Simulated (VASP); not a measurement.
These are LDA (Ceperley-Alder, Perdew-Zunger), VASP's LDA PAW potentials (set 64) (plane waves; VASP) values and carry that method's errors.

A VASP calculation is set up with these files.

POSCAR:
```
Al3Sc
1
    8.0688457094     0.0000000000     0.0000000000
    0.0000000000     8.0688457094     0.0000000000
    0.0000000000     0.0000000000     8.0688457094
Sc Al
8 24
Direct
  0.0000000000   0.0000000000   0.0000000000
  0.0000000000   0.0000000000   0.5000000000
  0.0000000000   0.5000000000   0.0000000000
  0.0000000000   0.5000000000   0.5000000000
  0.5000000000   0.0000000000   0.0000000000
  0.5000000000   0.0000000000   0.5000000000
  0.5000000000   0.5000000000   0.0000000000
  0.5000000000   0.5000000000   0.5000000000
  0.0000000000   0.2500000000   0.2500000000
  0.0000000000   0.2500000000   0.7500000000
  0.0000000000   0.7500000000   0.2500000000
  0.0000000000   0.7500000000   0.7500000000
  0.5000000000   0.2500000000   0.2500000000
  0.5000000000   0.2500000000   0.7500000000
  0.5000000000   0.7500000000   0.2500000000
  0.5000000000   0.7500000000   0.7500000000
  0.2500000000   0.0000000000   0.2500000000
  0.2500000000   0.0000000000   0.7500000000
  0.2500000000   0.5000000000   0.2500000000
  0.2500000000   0.5000000000   0.7500000000
  0.7500000000   0.0000000000   0.2500000000
  0.7500000000   0.0000000000   0.7500000000
  0.7500000000   0.5000000000   0.2500000000
  0.7500000000   0.5000000000   0.7500000000
  0.2500000000   0.2500000000   0.0000000000
  0.2500000000   0.2500000000   0.5000000000
  0.2500000000   0.7500000000   0.0000000000
  0.2500000000   0.7500000000   0.5000000000
  0.7500000000   0.2500000000   0.0000000000
  0.7500000000   0.2500000000   0.5000000000
  0.7500000000   0.7500000000   0.0000000000
  0.7500000000   0.7500000000   0.5000000000
```

### KPOINTS
```
K-points
0
Gamma
3 3 3
0 0 0
```

QPOINTS:
```
k-points along high-symmetry lines
13
Line-mode
Cartesian
  0.000000   0.000000   0.000000 ! GAMMA
  0.000000   0.123933   0.000000 ! X

  0.000000   0.123933   0.000000 ! X
  0.123933   0.123933   0.000000 ! M

  0.123933   0.123933   0.000000 ! M
  0.000000   0.000000   0.000000 ! GAMMA

  0.000000   0.000000   0.000000 ! GAMMA
  0.123933   0.123933   0.123933 ! R

  0.123933   0.123933   0.123933 ! R
  0.000000   0.123933   0.000000 ! X

  0.123933   0.123933   0.123933 ! R
  0.123933   0.123933   0.000000 ! M
```

### INCAR
```
! general
SYSTEM            =  Al3Sc
PREC              =  Accurate
ENCUT             =  400
LREAL             =  F
LASPH             =  T

! electronic loop
EDIFF             =  1E-7
NELM              =  100
ALGO              =  Normal
LMAXMIX           =  4

! smearing
ISMEAR            =  1
SIGMA             =  0.1

! ions
IBRION            =  6
NSW               =  1
ISIF              =  2
POTIM             =  0.015
NFREE             =  2

! output
LWAVE             =  F
LCHARG            =  F

! other
LPHON_DISPERSION  =  T
```

POTCAR, in this order: Sc_sv Al (LDA.64 set). Program: vasp_std.

Output of the run:

File OUTCAR:
```
 ion  position               nearest neighbor table
   1  0.000  0.000  0.000-   9 2.85  10 2.85  11 2.85  12 2.85  17 2.85  18 2.85  21 2.85  22 2.85
                            25 2.85  27 2.85  29 2.85  31 2.85
   2  0.000  0.000  0.500-   9 2.85  10 2.85  11 2.85  12 2.85  17 2.85  18 2.85  21 2.85  22 2.85
                            26 2.85  28 2.85  30 2.85  32 2.85
   3  0.000  0.500  0.000-   9 2.85  10 2.85  11 2.85  12 2.85  19 2.85  20 2.85  23 2.85  24 2.85
                            25 2.85  27 2.85  29 2.85  31 2.85
   4  0.000  0.500  0.500-   9 2.85  10 2.85  11 2.85  12 2.85  19 2.85  20 2.85  23 2.85  24 2.85
                            26 2.85  28 2.85  30 2.85  32 2.85
   5  0.500  0.000  0.000-  13 2.85  14 2.85  15 2.85  16 2.85  17 2.85  18 2.85  21 2.85  22 2.85
                            25 2.85  27 2.85  29 2.85  31 2.85
   6  0.500  0.000  0.500-  13 2.85  14 2.85  15 2.85  16 2.85  17 2.85  18 2.85  21 2.85  22 2.85
                            26 2.85  28 2.85  30 2.85  32 2.85
   7  0.500  0.500  0.000-  13 2.85  14 2.85  15 2.85  16 2.85  19 2.85  20 2.85  23 2.85  24 2.85
                            25 2.85  27 2.85  29 2.85  31 2.85
   8  0.500  0.500  0.500-  13 2.85  14 2.85  15 2.85  16 2.85  19 2.85  20 2.85  23 2.85  24 2.85
                            26 2.85  28 2.85  30 2.85  32 2.85
   9  0.000  0.250  0.250-   1 2.85   2 2.85   3 2.85   4 2.85  17 2.85  19 2.85  21 2.85  23 2.85
                            25 2.85  26 2.85  29 2.85  30 2.85
  10  0.000  0.250  0.750-   1 2.85   2 2.85   3 2.85   4 2.85  18 2.85  20 2.85  22 2.85  24 2.85
                            25 2.85  26 2.85  29 2.85  30 2.85
  11  0.000  0.750  0.250-   1 2.85   2 2.85   3 2.85   4 2.85  17 2.85  19 2.85  21 2.85  23 2.85
                            27 2.85  28 2.85  31 2.85  32 2.85
  12  0.000  0.750  0.750-   1 2.85   2 2.85   3 2.85   4 2.85  18 2.85  20 2.85  22 2.85  24 2.85
                            27 2.85  28 2.85  31 2.85  32 2.85
  13  0.500  0.250  0.250-   5 2.85   6 2.85   7 2.85   8 2.85  17 2.85  19 2.85  21 2.85  23 2.85
                            25 2.85  26 2.85  29 2.85  30 2.85
  14  0.500  0.250  0.750-   5 2.85   6 2.85   7 2.85   8 2.85  18 2.85  20 2.85  22 2.85  24 2.85
                            25 2.85  26 2.85  29 2.85  30 2.85
  15  0.500  0.750  0.250-   5 2.85   6 2.85   7 2.85   8 2.85  17 2.85  19 2.85  21 2.85  23 2.85
                            27 2.85  28 2.85  31 2.85  32 2.85
  16  0.500  0.750  0.750-   5 2.85   6 2.85   7 2.85   8 2.85  18 2.85  20 2.85  22 2.85  24 2.85
                            27 2.85  28 2.85  31 2.85  32 2.85
  17  0.250  0.000  0.250-   1 2.85   2 2.85   5 2.85   6 2.85   9 2.85  11 2.85  13 2.85  15 2.85
                            25 2.85  26 2.85  27 2.85  28 2.85
  18  0.250  0.000  0.750-   1 2.85   2 2.85   5 2.85   6 2.85  10 2.85  12 2.85  14 2.85  16 2.85
                            25 2.85  26 2.85  27 2.85  28 2.85
  19  0.250  0.500  0.250-   3 2.85   4 2.85   7 2.85   8 2.85   9 2.85  11 2.85  13 2.85  15 2.85
                            25 2.85  26 2.85  27 2.85  28 2.85
  20  0.250  0.500  0.750-   3 2.85   4 2.85   7 2.85   8 2.85  10 2.85  12 2.85  14 2.85  16 2.85
...
```

### OSZICAR
```
       N       E                     dE             d eps       ncg     rms          rms(c)
DAV:   1     0.194172793933E+04    0.19417E+04   -0.53728E+04   856   0.124E+03
DAV:   2     0.711790312556E+02   -0.18705E+04   -0.18426E+04  1152   0.627E+02
DAV:   3    -0.157605187191E+03   -0.22878E+03   -0.21692E+03  1319   0.255E+02
DAV:   4    -0.177131451594E+03   -0.19526E+02   -0.18454E+02  1288   0.591E+01
DAV:   5    -0.177911336264E+03   -0.77988E+00   -0.75533E+00  1272   0.155E+01    0.272E+01
DAV:   6    -0.170853544365E+03    0.70578E+01   -0.36515E+01  1216   0.309E+01    0.980E+00
DAV:   7    -0.170394471431E+03    0.45907E+00   -0.94651E-01  1224   0.472E+00    0.517E+00
DAV:   8    -0.170221313643E+03    0.17316E+00   -0.27667E-01  1136   0.199E+00    0.620E-01
DAV:   9    -0.170219799127E+03    0.15145E-02   -0.33931E-02  1104   0.975E-01    0.478E-01
DAV:  10    -0.170218884605E+03    0.91452E-03   -0.26894E-03  1296   0.265E-01    0.258E-01
DAV:  11    -0.170218908697E+03   -0.24092E-04   -0.81776E-05  1240   0.556E-02    0.224E-01
DAV:  12    -0.170218605641E+03    0.30306E-03   -0.11608E-03  1080   0.179E-01    0.151E-02
DAV:  13    -0.170218608921E+03   -0.32803E-05   -0.36222E-05  1216   0.281E-02    0.752E-03
DAV:  14    -0.170218608929E+03   -0.82382E-08   -0.65321E-07   896   0.568E-03
   1 F= -.17021861E+03 E0= -.17021319E+03  d E =-.162523E-01
 Found     3 degrees of freedom:
       N       E                     dE             d eps       ncg     rms          rms(c)
DAV:   1    -0.170212964319E+03    0.56446E-02   -0.12051E+00  1448   0.102E+01    0.124E-01
DAV:   2    -0.170217433236E+03   -0.44689E-02   -0.49659E-02  1672   0.991E-01    0.449E-02
DAV:   3    -0.170217495238E+03   -0.62001E-04   -0.11135E-03  1872   0.191E-01    0.266E-02
DAV:   4    -0.170217498110E+03   -0.28719E-05   -0.13334E-04  1896   0.768E-02    0.182E-02
DAV:   5    -0.170217494972E+03    0.31379E-05   -0.25877E-05  1968   0.388E-02    0.667E-03
DAV:   6    -0.170217495084E+03   -0.11270E-06   -0.36245E-06  1968   0.118E-02    0.357E-03
DAV:   7    -0.170217495023E+03    0.61747E-07   -0.55258E-07  1352   0.704E-03
   2 F= -.17021750E+03 E0= -.17021209E+03  d E =-.162107E-01
       N       E                     dE             d eps       ncg     rms          rms(c)
DAV:   1    -0.170201459539E+03    0.16036E-01   -0.40632E+00  1365   0.179E+01    0.234E-01
DAV:   2    -0.170217218152E+03   -0.15759E-01   -0.17628E-01  1648   0.180E+00    0.856E-02
DAV:   3    -0.170217508653E+03   -0.29050E-03   -0.48602E-03  1896   0.345E-01    0.515E-02
DAV:   4    -0.170217506677E+03    0.19761E-05   -0.38841E-04  1936   0.136E-01    0.331E-02
DAV:   5    -0.170217495113E+03    0.11564E-04   -0.96095E-05  1896   0.724E-02    0.118E-02
DAV:   6    -0.170217495184E+03   -0.71497E-07   -0.13433E-05  1992   0.233E-02    0.689E-03
DAV:   7    -0.170217495059E+03    0.12506E-06   -0.21543E-06  1848   0.125E-02    0.365E-03
DAV:   8    -0.170217495009E+03    0.49853E-07   -0.54763E-07  1416   0.627E-03
   3 F= -.17021750E+03 E0= -.17021209E+03  d E =-.162106E-01
       N       E                     dE             d eps       ncg     rms          rms(c)
DAV:   1    -0.170213176719E+03    0.43183E-02   -0.12191E+00  1345   0.993E+00    0.931E-02
DAV:   2    -0.170218101625E+03   -0.49249E-02   -0.53304E-02  1724   0.106E+00    0.545E-02
DAV:   3    -0.170218123349E+03   -0.21724E-04   -0.12672E-03  1912   0.221E-01    0.323E-02
DAV:   4    -0.170218088396E+03    0.34953E-04   -0.11193E-04  1960   0.659E-02    0.150E-02
DAV:   5    -0.170218074301E+03    0.14095E-04   -0.29295E-05  1960   0.398E-02    0.704E-03
DAV:   6    -0.170218067213E+03    0.70879E-05   -0.12651E-05  1816   0.187E-02    0.354E-03
DAV:   7    -0.170218065129E+03    0.20842E-05   -0.48944E-06  1752   0.811E-03    0.244E-03
DAV:   8    -0.170218064493E+03    0.63626E-06   -0.10588E-06  1464   0.385E-03    0.865E-04
DAV:   9    -0.170218064096E+03    0.39628E-06   -0.68159E-07  1304   0.359E-03    0.350E-04
DAV:  10    -0.170218064026E+03    0.70133E-07   -0.28415E-07  1048   0.234E-03
   4 F= -.17021806E+03 E0= -.17021266E+03  d E =-.162149E-01
       N       E                     dE             d eps       ncg     rms          rms(c)
DAV:   1    -0.170217958680E+03    0.10542E-03   -0.88721E-02  1240   0.631E-01    0.862E-02
DAV:   2    -0.170218115294E+03   -0.15661E-03   -0.53404E-03  1888   0.337E-01    0.528E-02
DAV:   3    -0.170218068760E+03    0.46533E-04   -0.24874E-04  1872   0.603E-02    0.314E-02
DAV:   4    -0.170218064154E+03    0.46061E-05   -0.35546E-05  1736   0.212E-02    0.108E-02
DAV:   5    -0.170218063997E+03    0.15688E-06   -0.50599E-06  1592   0.119E-02    0.369E-03
DAV:   6    -0.170218064054E+03   -0.56758E-07   -0.10473E-06  1528   0.724E-03    0.232E-03
DAV:   7    -0.170218064022E+03    0.31941E-07   -0.92006E-08   864   0.332E-03
   5 F= -.17021806E+03 E0= -.17021266E+03  d E =-.162149E-01
       N       E                     dE             d eps       ncg     rms          rms(c)
DAV:   1    -0.170217717547E+03    0.34651E-03   -0.49408E-02  1874   0.521E-01    0.670E-02
DAV:   2    -0.170217895984E+03   -0.17844E-03   -0.35691E-03  2408   0.349E-01    0.537E-02
DAV:   3    -0.170217857127E+03    0.38857E-04   -0.24715E-04  2456   0.117E-01    0.277E-02
DAV:   4    -0.170217826249E+03    0.30877E-04   -0.60329E-05  2360   0.421E-02    0.143E-02
DAV:   5    -0.170217812690E+03    0.13559E-04   -0.27750E-05  2416   0.276E-02    0.484E-03
DAV:   6    -0.170217809018E+03    0.36724E-05   -0.61636E-06  2248   0.143E-02    0.278E-03
DAV:   7    -0.170217805674E+03    0.33438E-05   -0.47880E-06  1800   0.767E-03    0.109E-03
DAV:   8    -0.170217804794E+03    0.88041E-06   -0.20834E-06  1904   0.476E-03    0.790E-04
DAV:   9    -0.170217804558E+03    0.23557E-06   -0.42554E-07  1656   0.274E-03    0.360E-04
DAV:  10    -0.170217804356E+03    0.20160E-06   -0.49710E-07  1576   0.265E-03    0.267E-04
DAV:  11    -0.170217804334E+03    0.22466E-07   -0.83730E-08  1040   0.201E-03
   6 F= -.17021780E+03 E0= -.17021239E+03  d E =-.162416E-01
       N       E                     dE             d eps       ncg     rms          rms(c)
DAV:   1    -0.170217727647E+03    0.76710E-04   -0.80178E-02  1858   0.694E-01    0.109E-01
DAV:   2    -0.170217916822E+03   -0.18918E-03   -0.71597E-03  2480   0.496E-01    0.969E-02
DAV:   3    -0.170217831159E+03    0.85664E-04   -0.79893E-04  2432   0.198E-01    0.472E-02
DAV:   4    -0.170217805133E+03    0.26026E-04   -0.17524E-04  2360   0.699E-02    0.231E-02
DAV:   5    -0.170217804957E+03    0.17629E-06   -0.35397E-05  2528   0.448E-02    0.946E-03
DAV:   6    -0.170217804272E+03    0.68506E-06   -0.67543E-06  2408   0.211E-02    0.464E-03
DAV:   7    -0.170217804291E+03   -0.19641E-07   -0.62980E-07  1904   0.530E-03
   7 F= -.17021780E+03 E0= -.17021239E+03  d E =-.162416E-01
```

OUTCAR:
```
------------------------ aborting loop because EDIFF is reached ----------------------------------------
  FORCE on cell =-STRESS in cart. coord.  units (eV):
  Direction    XX          YY          ZZ          XY          YZ          ZX
  --------------------------------------------------------------------------------------
  Total       -0.6141920     -0.6131810     -0.6131083      0.0000000      0.0000000      0.0000000
  in kB       -1.8731843     -1.8701009     -1.8698793      0.0000000      0.0000000      0.0000000
  external PRESSURE =      -1.8710548 kB  Pullay stress =       0.0000000 kB
  volume of cell :      525.33
      direct lattice vectors                 reciprocal lattice vectors
     8.068845709  0.000000000  0.000000000     0.123933464  0.000000000  0.000000000
     0.000000000  8.068845709  0.000000000     0.000000000  0.123933464  0.000000000
     0.000000000  0.000000000  8.068845709     0.000000000  0.000000000  0.123933464
 POSITION                                       TOTAL-FORCE (eV/Angst)
 -----------------------------------------------------------------------------------
      0.00000      0.00000      0.00000         0.000000     -0.017121     -0.013548
      0.00000      0.00000      4.03442         0.000000     -0.017121      0.013548
      0.00000      4.03442      0.00000         0.000000     -0.016628      0.012938
      0.00000      4.03442      4.03442         0.000000     -0.016628     -0.012938
      4.03442      0.00000      0.00000         0.000000     -0.000515     -0.000121
      4.03442      0.00000      4.03442         0.000000     -0.000515      0.000121
      4.03442      4.03442      0.00000         0.000000     -0.000519      0.000163
      4.03442      4.03442      4.03442         0.000000     -0.000519     -0.000163
      0.00000      2.00221      2.01721         0.000000      0.107280     -0.000000
      0.00000      2.01721      6.05163         0.000000      0.000697     -0.000000
      0.00000      6.05163      2.01721         0.000000     -0.006573     -0.000000
      0.00000      6.05163      6.05163         0.000000      0.000187     -0.000000
      4.03442      2.01721      2.01721         0.000000     -0.000074     -0.000000
      4.03442      2.01721      6.05163         0.000000     -0.001037     -0.000000
      4.03442      6.05163      2.01721         0.000000     -0.000973     -0.000000
      4.03442      6.05163      6.05163         0.000000      0.002259     -0.000000
      2.01721      0.00000      2.01721         0.008161     -0.008051     -0.000000
      2.01721      0.00000      6.05163         0.001877      0.000228     -0.000000
      2.01721      4.03442      2.01721        -0.007711     -0.007727     -0.000000
      2.01721      4.03442      6.05163        -0.001882      0.000251     -0.000000
      6.05163      0.00000      2.01721        -0.008161     -0.008051     -0.000000
      6.05163      0.00000      6.05163        -0.001877      0.000228     -0.000000
      6.05163      4.03442      2.01721         0.007711     -0.007727     -0.000000
      6.05163      4.03442      6.05163         0.001882      0.000251     -0.000000
      2.01721      2.01721      0.00000        -0.000066     -0.000786      0.000052
      2.01721      2.01721      4.03442        -0.000066     -0.000786     -0.000052
      2.01721      6.05163      0.00000         0.000006      0.000385     -0.000013
      2.01721      6.05163      4.03442         0.000006      0.000385      0.000013
      6.05163      2.01721      0.00000         0.000066     -0.000786      0.000052
      6.05163      2.01721      4.03442         0.000066     -0.000786     -0.000052
      6.05163      6.05163      0.00000        -0.000006      0.000385     -0.000013
      6.05163      6.05163      4.03442        -0.000006      0.000385      0.000013
 -----------------------------------------------------------------------------------
    total drift:                                0.000030     -0.000157     -0.000000
  FREE ENERGIE OF THE ION-ELECTRON SYSTEM (eV)
  ---------------------------------------------------
  free  energy   TOTEN  =      -170.2178042915 eV

  energy  without entropy=     -170.2015626719  energy(sigma->0) =     -170.21239042
```
(Selected blocks of OUTCAR.)

The cell is a supercell, built from Al3Sc (L1_2).
